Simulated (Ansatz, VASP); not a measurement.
**CuAs: VASP beside Ansatz**

INCAR

```
SYSTEM = CuAs
PREC = Accurate ; ENCUT = 520
EDIFF = 1E-7 ; ISMEAR = 0
SIGMA = 0.15 ; LREAL = .FALSE.
LASPH = .TRUE. ; NELM = 60
ALGO = Normal ; ISIF = 2
LWAVE = .FALSE. ; LCHARG = .FALSE.
GGA = CA ; NBANDS = 24
```

The input KPOINTS:

```
regular mesh
0
G
  15 15 10
  0 0 0
```

POSCAR

```
CuAs
1.0
    3.6369900124      0.0000000000      0.0000000000
   -1.8184950062      3.1497257440      0.0000000000
    0.0000000000      0.0000000000      4.9670372599
Cu As
2 2
Direct
    0.0000000000      0.0000000000      0.5000000000
    0.0000000000      0.0000000000      0.0000000000
    0.6666666667      0.3333333333      0.7500000000
    0.3333333333      0.6666666667      0.2500000000
```

Input for Ansatz:

```yaml
crystal:
  lattice:
    - [3.6369900124, 0.0, 0.0]
    - [-1.8184950062, 3.149725744, 0.0]
    - [0.0, 0.0, 4.9670372599]
  atoms:
    - { symbol: Cu, position: [0.0, 0.0, 0.5] }
    - { symbol: Cu, position: [0.0, 0.0, 0.0] }
    - { symbol: As, position: [0.6666666667, 0.3333333333, 0.75] }
    - { symbol: As, position: [0.3333333333, 0.6666666667, 0.25] }
basis:
  ecutwfc: 520.0
kpoints:
  mp_grid: { grid: [15, 15, 10] }
hamiltonian:
  xc: lda
scf:
  occupations: { method: gaussian, width: 0.15 }
output:
  forces: true
  stress: true
  eigenvalues: true
```

Alike in both runs: task single point; functional LDA; k mesh 15 × 15 × 10; occupations gaussian, width 0.15 eV; no spin polarisation.

|  | VASP | Ansatz |
| --- | --- | --- |
| version | VASP 6.6.1 | Ansatz 0.2.0 |
| potentials or method | VASP PAW LDA potentials, release 64 (Cu, As) | scalar-relativistic, plane waves, PAW |
| plane-wave cutoff (eV) | 520 | 520 |
| valence electrons in the cell | 32 | 68 |

VASP gave:

```
gap on the k mesh at the Fermi level (eV)       : none
pressure (GPa)                                  : 8.8
largest component of the traceless stress (GPa) : 4.96
```

Q: Which values does Ansatz return?

A: gap on the k mesh at the Fermi level (eV): none; pressure (GPa): 8.2; largest component of the traceless stress (GPa): 5.01.

A gap of «none» marks a metal or a gap that the smearing closes. The two sets of potentials don't hold the same shells in valence.
